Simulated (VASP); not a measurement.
Consider the following.

```
Os
1.0
    1.39229    -2.41152     0.00000
    1.39229     2.41152     0.00000
    0.00000     0.00000     4.39085
Os
2
Cartesian
  1.39229   0.80384   1.09771
  1.39229  -0.80384   3.29314
```

Level of theory: PBEsol GGA, VASP's PBE PAW potentials (set 64) (plane waves; VASP). Run with 520 eV cut-off, 15×15×9 Γ-centred mesh, first-order Methfessel-Paxton smearing of 0.10 eV, potentials Os.

**Question.** Give the stress tensor in GPa (positive for a compressed cell).

**Answer.** 
```
-22.49    0.00    0.00
  0.00  -22.49    0.00
  0.00    0.00  -22.42
```
The pressure is its mean diagonal, -22.47 GPa.

The compound is Os in the hcp structure. This cell is one point of a volume scan, at 1.06 of the reference volume.
